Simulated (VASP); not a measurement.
Computed with TPSS meta-GGA, VASP's PBE PAW potentials (set 64) (plane waves; VASP).

The input files of a VASP run:

File KPOINTS:
```
Automatic mesh
0
Gamma
14 14 14
0 0 0
```

POSCAR:
```
CoAl
2.8305160
  1.0000000875   0.0000000000   0.0000000000
  0.0000000000   1.0000000875   0.0000000000
  0.0000000000   0.0000000000   1.0000000875
Al Co
1 1
Cart
  0.5000000438   0.5000000438   0.5000000438
  0.0000000000   0.0000000000   0.0000000000
```

**INCAR**
```
ALGO = Normal
EDIFF = 1E-7
ENCUT = 520
ISIF = 2
ISMEAR = -5
LASPH = .TRUE.
LCHARG = .FALSE.
LMAXMIX = 4
LMIXTAU = .TRUE.
LORBIT = 11
LREAL = .FALSE.
LWAVE = .FALSE.
METAGGA = TPSS
NEDOS = 601
NELM = 100
PREC = Accurate
SYSTEM = CoAl
```

### KPOINTS_OPT
```
k-points along high-symmetry lines
10
Line-mode
Reciprocal
  0.000000   0.000000   0.000000 ! GAMMA
  0.000000   0.500000   0.000000 ! X

  0.000000   0.500000   0.000000 ! X
  0.500000   0.500000   0.000000 ! M

  0.500000   0.500000   0.000000 ! M
  0.000000   0.000000   0.000000 ! GAMMA

  0.000000   0.000000   0.000000 ! GAMMA
  0.500000   0.500000   0.500000 ! R

  0.500000   0.500000   0.500000 ! R
  0.000000   0.500000   0.000000 ! X

  0.500000   0.500000   0.500000 ! R
  0.500000   0.500000   0.000000 ! M
```

POTCAR, in this order: Al Co (PBE.64 set). Program: vasp_std.

The run wrote:

File OUTCAR:
```
 ion  position               nearest neighbor table
   1  0.500  0.500  0.500-   2 2.45   2 2.45   2 2.45   2 2.45   2 2.45   2 2.45   2 2.45   2 2.45
  LATTYP: Found a simple cubic cell.
 ALAT       =     2.8305162477
 Subroutine PRICEL returns:
 Original cell was already a primitive cell.
 Subroutine GETGRP returns: Found 48 space group operations
The static configuration has the point symmetry O_h .
The dynamic configuration has the point symmetry O_h .
 Subroutine INISYM returns: Found 48 space group operations
 Subroutine IBZKPT returns following result:
 Found    120 irreducible k-points:

 Following reciprocal coordinates:
            Coordinates               Weight
  0.000000  0.000000  0.000000      1.000000
  0.071429  0.000000  0.000000      6.000000
  0.142857  0.000000  0.000000      6.000000
  0.214286  0.000000  0.000000      6.000000
  0.285714  0.000000  0.000000      6.000000
  0.357143  0.000000  0.000000      6.000000
  0.428571  0.000000  0.000000      6.000000
  0.500000  0.000000  0.000000      3.000000
  0.071429  0.071429  0.000000     12.000000
  0.142857  0.071429  0.000000     24.000000
...
```

**OSZICAR**
```
       N       E                     dE             d eps       ncg     rms          rms(c)
DAV:   1     0.425868012140E+02    0.42587E+02   -0.62496E+03  2408   0.150E+03
DAV:   2    -0.137166280666E+02   -0.56303E+02   -0.54211E+02  2438   0.238E+02
DAV:   3    -0.158201938353E+02   -0.21036E+01   -0.20960E+01  2806   0.646E+01
DAV:   4    -0.158590015738E+02   -0.38808E-01   -0.38851E-01  2880   0.792E+00
DAV:   5    -0.158604222450E+02   -0.14207E-02   -0.14223E-02  2836   0.158E+00    0.850E+00
DAV:   6    -0.240127161031E+02   -0.81523E+01   -0.11261E+01  2400   0.536E+01    0.319E+00
DAV:   7    -0.240175409317E+02   -0.48248E-02   -0.14483E+00  2552   0.199E+01    0.289E+00
DAV:   8    -0.240517465237E+02   -0.34206E-01   -0.20147E+00  2764   0.203E+01    0.266E+00
DAV:   9    -0.239453446237E+02    0.10640E+00   -0.90681E-01  2808   0.134E+01    0.392E-01
DAV:  10    -0.239593879431E+02   -0.14043E-01   -0.12714E-02  2744   0.124E+00    0.118E-01
DAV:  11    -0.239590942937E+02    0.29365E-03   -0.22359E-03  2872   0.597E-01    0.150E-01
DAV:  12    -0.239596790909E+02   -0.58480E-03   -0.44628E-03  2818   0.924E-01    0.654E-02
DAV:  13    -0.239600035869E+02   -0.32450E-03   -0.47568E-04  2842   0.312E-01    0.752E-03
DAV:  14    -0.239600077651E+02   -0.41782E-05   -0.31693E-06  2796   0.216E-02    0.382E-03
DAV:  15    -0.239600053573E+02    0.24078E-05   -0.10084E-06  2680   0.151E-02    0.283E-03
DAV:  16    -0.239600093460E+02   -0.39888E-05   -0.10189E-06  2688   0.143E-02    0.304E-04
DAV:  17    -0.239600093231E+02    0.22939E-07   -0.26376E-08  1240   0.274E-03
   1 F= -.23960009E+02 E0= -.23960009E+02  d E =0.000000E+00
       N       E                     dE             ncg
```

### OUTCAR
```
------------------------ aborting loop because EDIFF is reached ----------------------------------------
  FORCE on cell =-STRESS in cart. coord.  units (eV):
  Direction    XX          YY          ZZ          XY          YZ          ZX
  --------------------------------------------------------------------------------------
  Total       -0.0068979     -0.0068979     -0.0068979     -0.0000000      0.0000000     -0.0000000
  in kB       -0.4873362     -0.4873362     -0.4873362     -0.0000000      0.0000000     -0.0000000
  external PRESSURE =      -0.4873362 kB  Pullay stress =       0.0000000 kB
  volume of cell :       22.68
      direct lattice vectors                 reciprocal lattice vectors
     2.830516248  0.000000000  0.000000000     0.353292443  0.000000000  0.000000000
     0.000000000  2.830516248  0.000000000     0.000000000  0.353292443  0.000000000
     0.000000000  0.000000000  2.830516248     0.000000000  0.000000000  0.353292443
 POSITION                                       TOTAL-FORCE (eV/Angst)
 -----------------------------------------------------------------------------------
      1.41526      1.41526      1.41526         0.000000      0.000000      0.000000
      0.00000      0.00000      0.00000         0.000000      0.000000      0.000000
 -----------------------------------------------------------------------------------
    total drift:                               -0.000000      0.000000      0.000000
  FREE ENERGIE OF THE ION-ELECTRON SYSTEM (eV)
  ---------------------------------------------------
  free  energy   TOTEN  =       -23.9600093231 eV

  energy  without entropy=      -23.9600093231  energy(sigma->0) =      -23.96000932

 total charge

# of ion       s       p       d       tot
------------------------------------------
    1        0.412   0.442   0.000   0.854
    2        0.439   0.531   7.496   8.466
--------------------------------------------------
tot          0.851   0.973   7.496   9.321
```
(Selected blocks of OUTCAR.)

For a metal the tetrahedron method with Blöchl corrections gives inexact stress and forces.

The compound is CoAl in the CsCl type structure. It was relaxed first. The run is not spin-polarised, so no magnetic state was tried.
